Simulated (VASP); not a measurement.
These are PBE GGA, VASP's PBE PAW potentials (set 64) (plane waves; VASP) values and carry that method's errors.

Input for VASP

File POSCAR:
```
CdS
1
    0.0000000000     2.9100000000     2.9100000000
    2.9100000000     0.0000000000     2.9100000000
    2.9100000000     2.9100000000     0.0000000000
Cd S
1 1
Direct
  0.0000000000   0.0000000000   0.0000000000
  0.2500000000   0.2500000000   0.2500000000
```

KPOINTS:
```
Automatic mesh
0
G
7 7 7
```

**INCAR**
```
ISIF  =  2   # forces and stress, cell fixed
LMAXMIX  =  4
LWAVE  =  .FALSE.
SYSTEM  =  CdS
NELM  =  100   # most electronic steps
SIGMA  =  0.05   # width (eV)
ISMEAR  =  0
EDIFF  =  1E-2
LCHARG  =  .FALSE.
ENCUT  =  400
LREAL  =  .FALSE.   # projection in real space or not
ALGO  =  Normal
PREC  =  Accurate
LASPH  =  .TRUE.
GGA  =  PE   # PBE
```

POTCAR, in this order: Cd S (PBE.64 set). Program: vasp_std.

What will the output report for the number of irreducible k-points (NKPTS), number of bands (NBANDS), largest plane-wave count, number of space-group operations, FFT grid (NGX, NGY, NGZ)?

```
Item                                           Value
--------------------------------------  ------------
number of irreducible k-points (NKPTS)            20
number of bands (NBANDS)                          13
largest plane-wave count                         911
number of space-group operations                  24
FFT grid (NGX, NGY, NGZ)                28 × 28 × 28
```

The compound is CdS in the zinc blende structure, a metastable form; wurtzite is the usual one. The cell was not relaxed at this level. The run is one of a series of settings (EDIFF = 1E-2 against the base run), some of them coarse on purpose.
